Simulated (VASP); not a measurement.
Be4TeSe3:

```
Be Te Se
1.0
    -3.30839    3.30839    3.78864
     3.30839   -3.30839    3.78864
     3.30839    3.30839   -3.78864
Be Te Se
4 1 3
Cartesian
  4.9949 0.0000 0.0000
  1.6219 0.0000 0.0000
  0.0000 1.6219 0.0000
  0.0000 4.9949 0.0000
  0.0000 0.0000 3.7886
  0.0000 3.3084 0.0000
  3.3084 0.0000 0.0000
  0.0000 0.0000 0.0000
```

The cell was built by a generator and needn't be a form met in nature.

- Program: VASP 6.6.1
- Task: relaxation of cell and atoms
- Functional: PBE
- Potentials or basis: VASP PAW PBE potentials, release 64 (Be, Te, Se)
- Cutoff: 520 eV
- k mesh: 3 × 3 × 3
- Occupations: gaussian, width 0.15 eV
- Spin: no spin polarisation

At the start: pressure 43.3 GPa; volume 20.73 Å³/atom.

**Question.** How do energy, volume and symmetry change on relaxing?

**Answer.** Over 10 steps the energy falls by 1398.9 meV/atom and the volume is 30.56 Å³/atom (+47.4 %); space group I4/mmm (No. 139, to 0.05 Å).

The path:
| step | energy change (eV) | largest force (eV/Å) | pressure (GPa) | volume (Å³) |
| --- | --- | --- | --- | --- |
| 1 | 0.0000 | 4.4315 | 43.29 | 165.87 |
| 2 | -9.5924 | 0.0197 | -3.54 | 328.47 |
| 3 | -10.9816 | 1.6172 | 1.38 | 245.83 |
| 4 | -10.9665 | 1.3813 | -0.17 | 256.25 |
| 5 | -10.9879 | 1.5017 | 0.47 | 251.22 |
| 6 | -10.9892 | 1.5438 | 0.78 | 249.34 |
| 7 | -11.1455 | 0.2034 | -1.28 | 254.89 |
| 8 | -11.1608 | 0.1616 | -0.88 | 253.56 |
| 9 | -11.1895 | 0.0480 | -0.39 | 248.54 |
| 10 | -11.1914 | 0.0685 | 0.13 | 244.49 |

Final structure:
```
Be Te Se
1.0
    -4.01981    4.01981    3.78258
     4.01981   -4.01981    3.78258
     4.01981    4.01981   -3.78258
Be Te Se
4 1 3
Direct
  0.00000 0.74185 0.74185
  0.00000 0.25815 0.25815
  0.25815 0.00000 0.25815
  0.74185 0.00000 0.74185
  0.50000 0.50000 0.00000
  0.50000 0.00000 0.50000
  0.00000 0.50000 0.50000
  0.00000 0.00000 0.00000
```

Caveat: the k mesh is coarse (spacing up to 0.45 Å⁻¹), so the values aren't converged; the volume moved by over 15 % at a fixed basis, so the end points are rough.
